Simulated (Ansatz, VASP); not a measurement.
# SnSe2: VASP beside Ansatz, part 2 of 2

Wanted: the spread between two codes on one cell, functional and k mesh. The cell is generated by rule, not measured, and may not be a known phase. The cell is taken from a series of runs on this material, whose earlier steps may have relaxed, scaled, displaced or heated it; both programs get it as it stands.

VASP 6.6.1 and Ansatz 0.2.0.

So far: Starting point; VASP: zone-centre phonons, PBEsol.

The structure was built from a prototype and need not be the compound's stable phase.

**3. Ansatz: zone-centre phonons, PBEsol**

Level of this step: Ansatz beside VASP: Kohn-Sham DFT, plane waves, PBEsol (Ansatz).

Ansatz runs on its default PAW (the set named soft_2) files.

The same cell, functional, mesh and smearing now go to Ansatz, which takes its cutoff from its data sets.

File input.yaml:

```yaml
crystal:
  lattice:
    - [0.0, 3.3776828112, 3.3776828112]
    - [3.3776828112, 0.0, 3.3776828112]
    - [3.3776828112, 3.3776828112, 0.0]
  atoms:
    - { symbol: Sn, position: [0.0, 0.0, 0.0] }
    - { symbol: Se, position: [0.25, 0.25, 0.25] }
    - { symbol: Se, position: [0.75, 0.75, 0.75] }
kpoints:
  mp_grid: { grid: [12, 12, 12] }
hamiltonian:
  xc: pbesol
scf:
  occupations: { method: methfessel_paxton, width: 0.15 }
output:
  eigenvalues: true
phonons:
  method: dfpt
```

On the command line:

```
> ansatz run input.yaml --threads 4 --pin off --max-ram 7168MiB --backend cpu --events-out ev --progress --plain --runs-dir out
```

Numbers of over 12 decimals in the logs are rounded to 6 here.

Log:

```text
zone centre: on kpoints.mp_grid the ground state, and the responses unless they are solved on pairs of k-points, stand on 163 of the mesh's 1728 k-points, reduced under 8 symmetry operations, with k and −k counted as one. Each operation leaves every solved displacement unchanged or reverses it
Engine: ansatz 0.2.0, aarch64-unknown-linux-gnu
Pseudopotentials: kind: paw
Pseudopotential: Sn, paw, valence charge 14, recommended cutoff 420 eV (normal), Sn.paw.azcp
Pseudopotential: Se, paw, valence charge 16, recommended cutoff 420 eV (normal), Se.paw.azcp
Functional definition: PBEsol
  exchange = pbesol_x
  correlation = pbesol_c
Crystal: 3 atoms, lattice volume = 77.070 Å³
Basis set: ecut = 420 eV, 1459 PW (Γ), exchange–correlation on 64×64×64 points (8 copies of the dense FFT grid, shifted against one another)
Bands: 28, of which v1, the nominal top of the filled ones, is band 23 counted from 1 (22 counted from 0)
Symmetry: 48 space group operations
k-points: 163 of 1728 (irreducible under 8 space group operations, time reversal used)
Non-local potential: Sn, projectors of the file, l = 0: 2, l = 1: 2, l = 2: 2, l = 3: 2
Non-local potential: Se, projectors of the file, l = 0: 2, l = 1: 2, l = 2: 3, l = 3: 1
PAW form: soft (Blöchl's): semilocal exchange-correlation on the pseudo side does not see the compensation charge
PAW frozen core: Sn, regenerated for the run's functional, and the local potential with it (the file was generated under x = pbe(κ = 0.804, μ = 0.219515), c = pbe(β = 0.066725))
PAW frozen core: Se, regenerated for the run's functional, and the local potential with it (the file was generated under x = pbe(κ = 0.804, μ = 0.219515), c = pbe(β = 0.066725))
PAW one-centre angular grid: Sn, 590 points (default); XC on 64 Gauss nodes
PAW one-centre angular grid: Se, 590 points (default); XC on 64 Gauss nodes
Initial density: superposition of atomic densities (neutral atoms: chi_scale 0, normalization atom), corrected by the library's trained network
Initial wavefunctions: pseudopotential atomic-orbital guess
Functional: x = pbesol(κ = 0.804, μ = 0.123457), c = pbesol(β = 0.046)
SCF iter   1: F=—  HF=-16797.963229 eV  |F-HF|=—  |Δ(HF+E_count)|=         —  Δρ=2.98e-3  dr2=7.08e-3  ethr=1.77e-3  ⟨swp⟩=5.9  Hψ=18925  notcnv=0
preconditioner: auto → LDOS  [metal: Δε(μ)=0.013 eV  Ē_g=15.341 eV  σ=0.150 eV  W_gap=0.08  n_scr=14 (ndim 8)  ℏωp=21.6 eV  f_vac=0.084  D(μ)=3.34/eV (n_scr^D=26)  β→1.0]
SCF iter   2: F=—  HF=-16797.960868 eV  |F-HF|=—  |Δ(HF+E_count)|=   2.36e-3  S|Δr|=    0.00e0  Δρ=1.01e-3  dr2=1.07e-3  ethr=1.54e-5  ⟨swp⟩=2.0  Hψ=10211  notcnv=0  defer=9
SCF iter   3: F=—  HF=-16797.960420 eV  |F-HF|=—  |Δ(HF+E_count)|=   4.48e-4  S|Δr|=    0.00e0  Δρ=5.73e-4  dr2=2.57e-4  ethr=2.32e-6  ⟨swp⟩=2.0  Hψ=8315  notcnv=0  defer=9
SCF iter   4: F=—  HF=-16797.960321 eV  |F-HF|=—  |Δ(HF+E_count)|=   9.91e-5  S|Δr|=    0.00e0  Δρ=2.45e-4  dr2=3.75e-5  ethr=5.59e-7  ⟨swp⟩=2.0  Hψ=8308  notcnv=0  defer=9
SCF iter   5: F=—  HF=-16797.960313 eV  |F-HF|=—  |Δ(HF+E_count)|=   7.61e-6  S|Δr|=    0.00e0  Δρ=5.53e-5  dr2=3.85e-6  ethr=8.15e-8  ⟨swp⟩=2.0  Hψ=6299  notcnv=0  defer=9
SCF iter   6: F=—  HF=-16797.960312 eV  |F-HF|=—  |Δ(HF+E_count)|=   1.17e-6  S|Δr|=    0.00e0  Δρ=9.46e-6  dr2=6.88e-8  ethr=8.37e-9  ⟨swp⟩=3.0  Hψ=8510  notcnv=0  defer=9
SCF iter   7: F=—  HF=-16797.960312 eV  |F-HF|=—  |Δ(HF+E_count)|=   9.46e-9  S|Δr|=    0.00e0  Δρ=2.32e-6  dr2=3.42e-9  ethr=1.50e-10  ⟨swp⟩=2.0  Hψ=6687  notcnv=0  defer=9
SCF iter   8: F=—  HF=-16797.960312 eV  |F-HF|=—  |Δ(HF+E_count)|=   2.28e-9  S|Δr|=    0.00e0  Δρ=3.29e-7  dr2=6.30e-11  ethr=7.44e-12  ⟨swp⟩=2.0  Hψ=8326  notcnv=0  defer=9
SCF iter   9: F=-16797.960312 eV  HF=-16797.960312 eV  |F-HF|=7.28e-12  |Δ(HF+E_count)|=    0.00e0  S|Δr|=    0.00e0  Δρ=3.27e-8  dr2=7.72e-13  ethr=1.00e-12  ⟨swp⟩=6.2  Hψ=20304  notcnv=0
SCF 1 converged in 9 iterations: F = -16797.960312 eV  dr2 = 7.72e-13
  greatest PAW one-centre occupation: 1.000 electrons in one spin orbital (limit 2), on the Se atom at site 2 (counted from 0), in its partial waves of l = 2
DFPT response loops at Γ: preconditioner auto → Kerker (q_TF=auto, 2.503 Å⁻¹) (partly filled bands, converged f_vac=0.084); β = 1.00, the filter's whole step (`scf.mixing.beta` (0.50) is not read by the response loops under this deck's `scf.mixing.preconditioner`; to damp them name `kerker` or `kerker_dos`, under which they read `scf.mixing.beta`, and type it under 1.00, their step now; both keys bind the ground state too); Broyden in place of MSR1
SCF converged after 9 iterations
Stability not checked: this state was not tested for a lower state beside it, because cold or Methfessel-Paxton smearing, or corrected tetrahedra, fill the levels in a way that the test cannot read (fill_not_monotonic; see scf.lower_state_search)
Free energy (F): -16797.960312 eV
Harris-Foulkes:  -16797.960312 eV  (|F-HF|=7.28e-12)
Internal energy: -16797.959723 eV  (E = F + TS)
E sigma→0 (E₀):  -16797.960165 eV
Entropy (-TS):   -0.000589 eV (-0.196 meV/atom)
Fermi energy:    8.637894 eV
--- Per-component energies (eV) ---
  E_band       = -856.258543
  E_kinetic    = 422.399002
  E_local      = -5751.021160  (includes V_loc(G=0)·N_el)
  E_nonlocal   = -1214.776524
  E_hartree    = 2949.314585
  E_xc         = -585.155569
  E_vxc        = -291.993299  (∫ρ·V_xc dr)
  E_paw        = -7800.906736  (= ΣΔE_a)
  E_vpaw       = 80.505424  (= ΣTr[D̂ρ^β])
  E_aug_tail   = -0.001141  (compensation charges beyond the density's cutoff)
  E_ewald      = -4820.113920
  E_core_change = 2.301741  (= ΣΔE_core)
  E_smearing   = -0.000589  (= −TS)
  E_closure    = 0.000000  (closes the sum)
  Σ components = -16797.960312   (vs F -16797.960312, Δ=0.00e0)
--- Band table (eV; the first three rows and the last of 163) ---
  k-point 0: bands = [... 19 lower, 5.6836, 5.6836, 7.1175, 7.1175, 7.1175, 10.5757, 10.5757, 10.5757, ... 1 higher]
  k-point 1: bands = [... 19 lower, 5.6477, 5.6477, 7.0889, 7.0889, 7.6371, 10.6076, 10.6546, 10.6546, ... 1 higher]
  k-point 2: bands = [... 19 lower, 5.5614, 5.5614, 6.9944, 6.9944, 8.4886, 10.8606, 10.9099, 10.9099, ... 1 higher]
  k-point 162: bands = [... 19 lower, 5.7257, 5.7257, 8.3965, 9.0728, 9.1204, 11.9484, 13.2453, 13.2453, ... 1 higher]
--- Phonons (Γ-DFPT): 2 representative perturbations + reference, on 163 of 1728 k-points (Σ response iterations 6) ---
  k mesh reduced under 8 symmetry operations, with k and −k counted as one. Each operation leaves every solved displacement unchanged or reverses it
  ASR residual: 9.438e-5 → 0.000e0 eV/Å²; symmetrization residual: 1.355e-5 eV/Å²
  ASR residual per site (eV/Å²): 9.44e-5 1.21e-5 1.21e-5
  Γ frequencies (cm⁻¹): 0.00 0.00 0.00 90.96 90.96 90.96 91.07 91.07 91.07
  non-analytic LO–TO correction: not included (Born effective charges unavailable; polar crystals: no LO–TO splitting at Γ)
```

The column dr2 measures how far the density is from self-consistency, as an energy; F and HF (Harris–Foulkes) agree once it is small.

**4. Comparison**

Known differences besides the potentials themselves: the data sets hold 46 valence electrons in Ansatz (on its default PAW (the set named soft_2) files) and 26 in VASP; the cutoff is 420 eV in Ansatz and 500 eV in VASP; Ansatz makes its cores anew for this functional, VASP keeps those of its PBE data sets. Total energies have different zeros and are not compared.

Both answers:

```
                  quantity  Ansatz  VASP  difference
optical mode 1 to 6 (cm⁻¹)    91.0  91.8     -0.95 %
```

Modes are paired by rising frequency, not by their patterns, so a pair may set unlike modes beside each other; they are those without the splitting of longitudinal modes.

**5. Outcome**

- r.m.s. difference of the optical zone-centre modes, each program's sorted by frequency (zone-centre phonons, PBEsol): 0.89 cm⁻¹
- difference in optical mode 1 to 6 (zone-centre phonons, PBEsol): -1.0 %

The r.m.s. difference of the optical zone-centre modes, each program's sorted by frequency is 0.89 cm⁻¹ (zone-centre phonons, PBEsol). The data sets hold unlike numbers of valence electrons (46 in Ansatz and 26 in VASP), so part of the differences comes from the potentials. Among the rows given in per cent, the largest difference of the zone-centre phonons, PBEsol pair is in optical mode 1 to 6, -1.0 %. How closely two codes agree says nothing of how well the functional describes the real material.

[Lines on the potential files, build, host, timing and source positions are cut from VASP's logs without a mark.]

[Logs are printed without paths, hosts, clocks, repeated set-up lines and the standing remarks that a program may print on its own settings, such as how far it seeks lower states.]

[Hosts, paths, dates, database ids (printed as entryN), source tags and the programs' standing remarks are cut or masked in the printed files.]
